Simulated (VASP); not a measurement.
Ir:

```
CELL_PARAMETERS angstrom
0.00000 1.91690 1.91690
1.91690 0.00000 1.91690
1.91690 1.91690 0.00000
ATOMIC_POSITIONS crystal
Ir 0.00000 0.00000 0.00000
```

Base run:

- Program: VASP 6.6.1
- Functional: PBEsol
- Potentials or basis: VASP PAW PBE potentials, release 64 (Ir)
- Cutoff: 900 eV
- k mesh: 18 × 18 × 18
- Occupations: gaussian, width 0.1 eV
- Spin: no spin polarisation

Its results: band gap on the k mesh none (metal or under the smearing width); pressure -0.1 GPa.

Question: The run is repeated on the same cell with these changes: cutoff from 900 eV to 520 eV; occupations from gaussian, width 0.1 eV to gaussian, width 0.5 eV. What comes out?

Answer: Band gap on the k mesh none (metal or under the smearing width); pressure 1.0 GPa.

Caveats: the PAW data sets were made with another functional, which shifts forces and pressure a little.
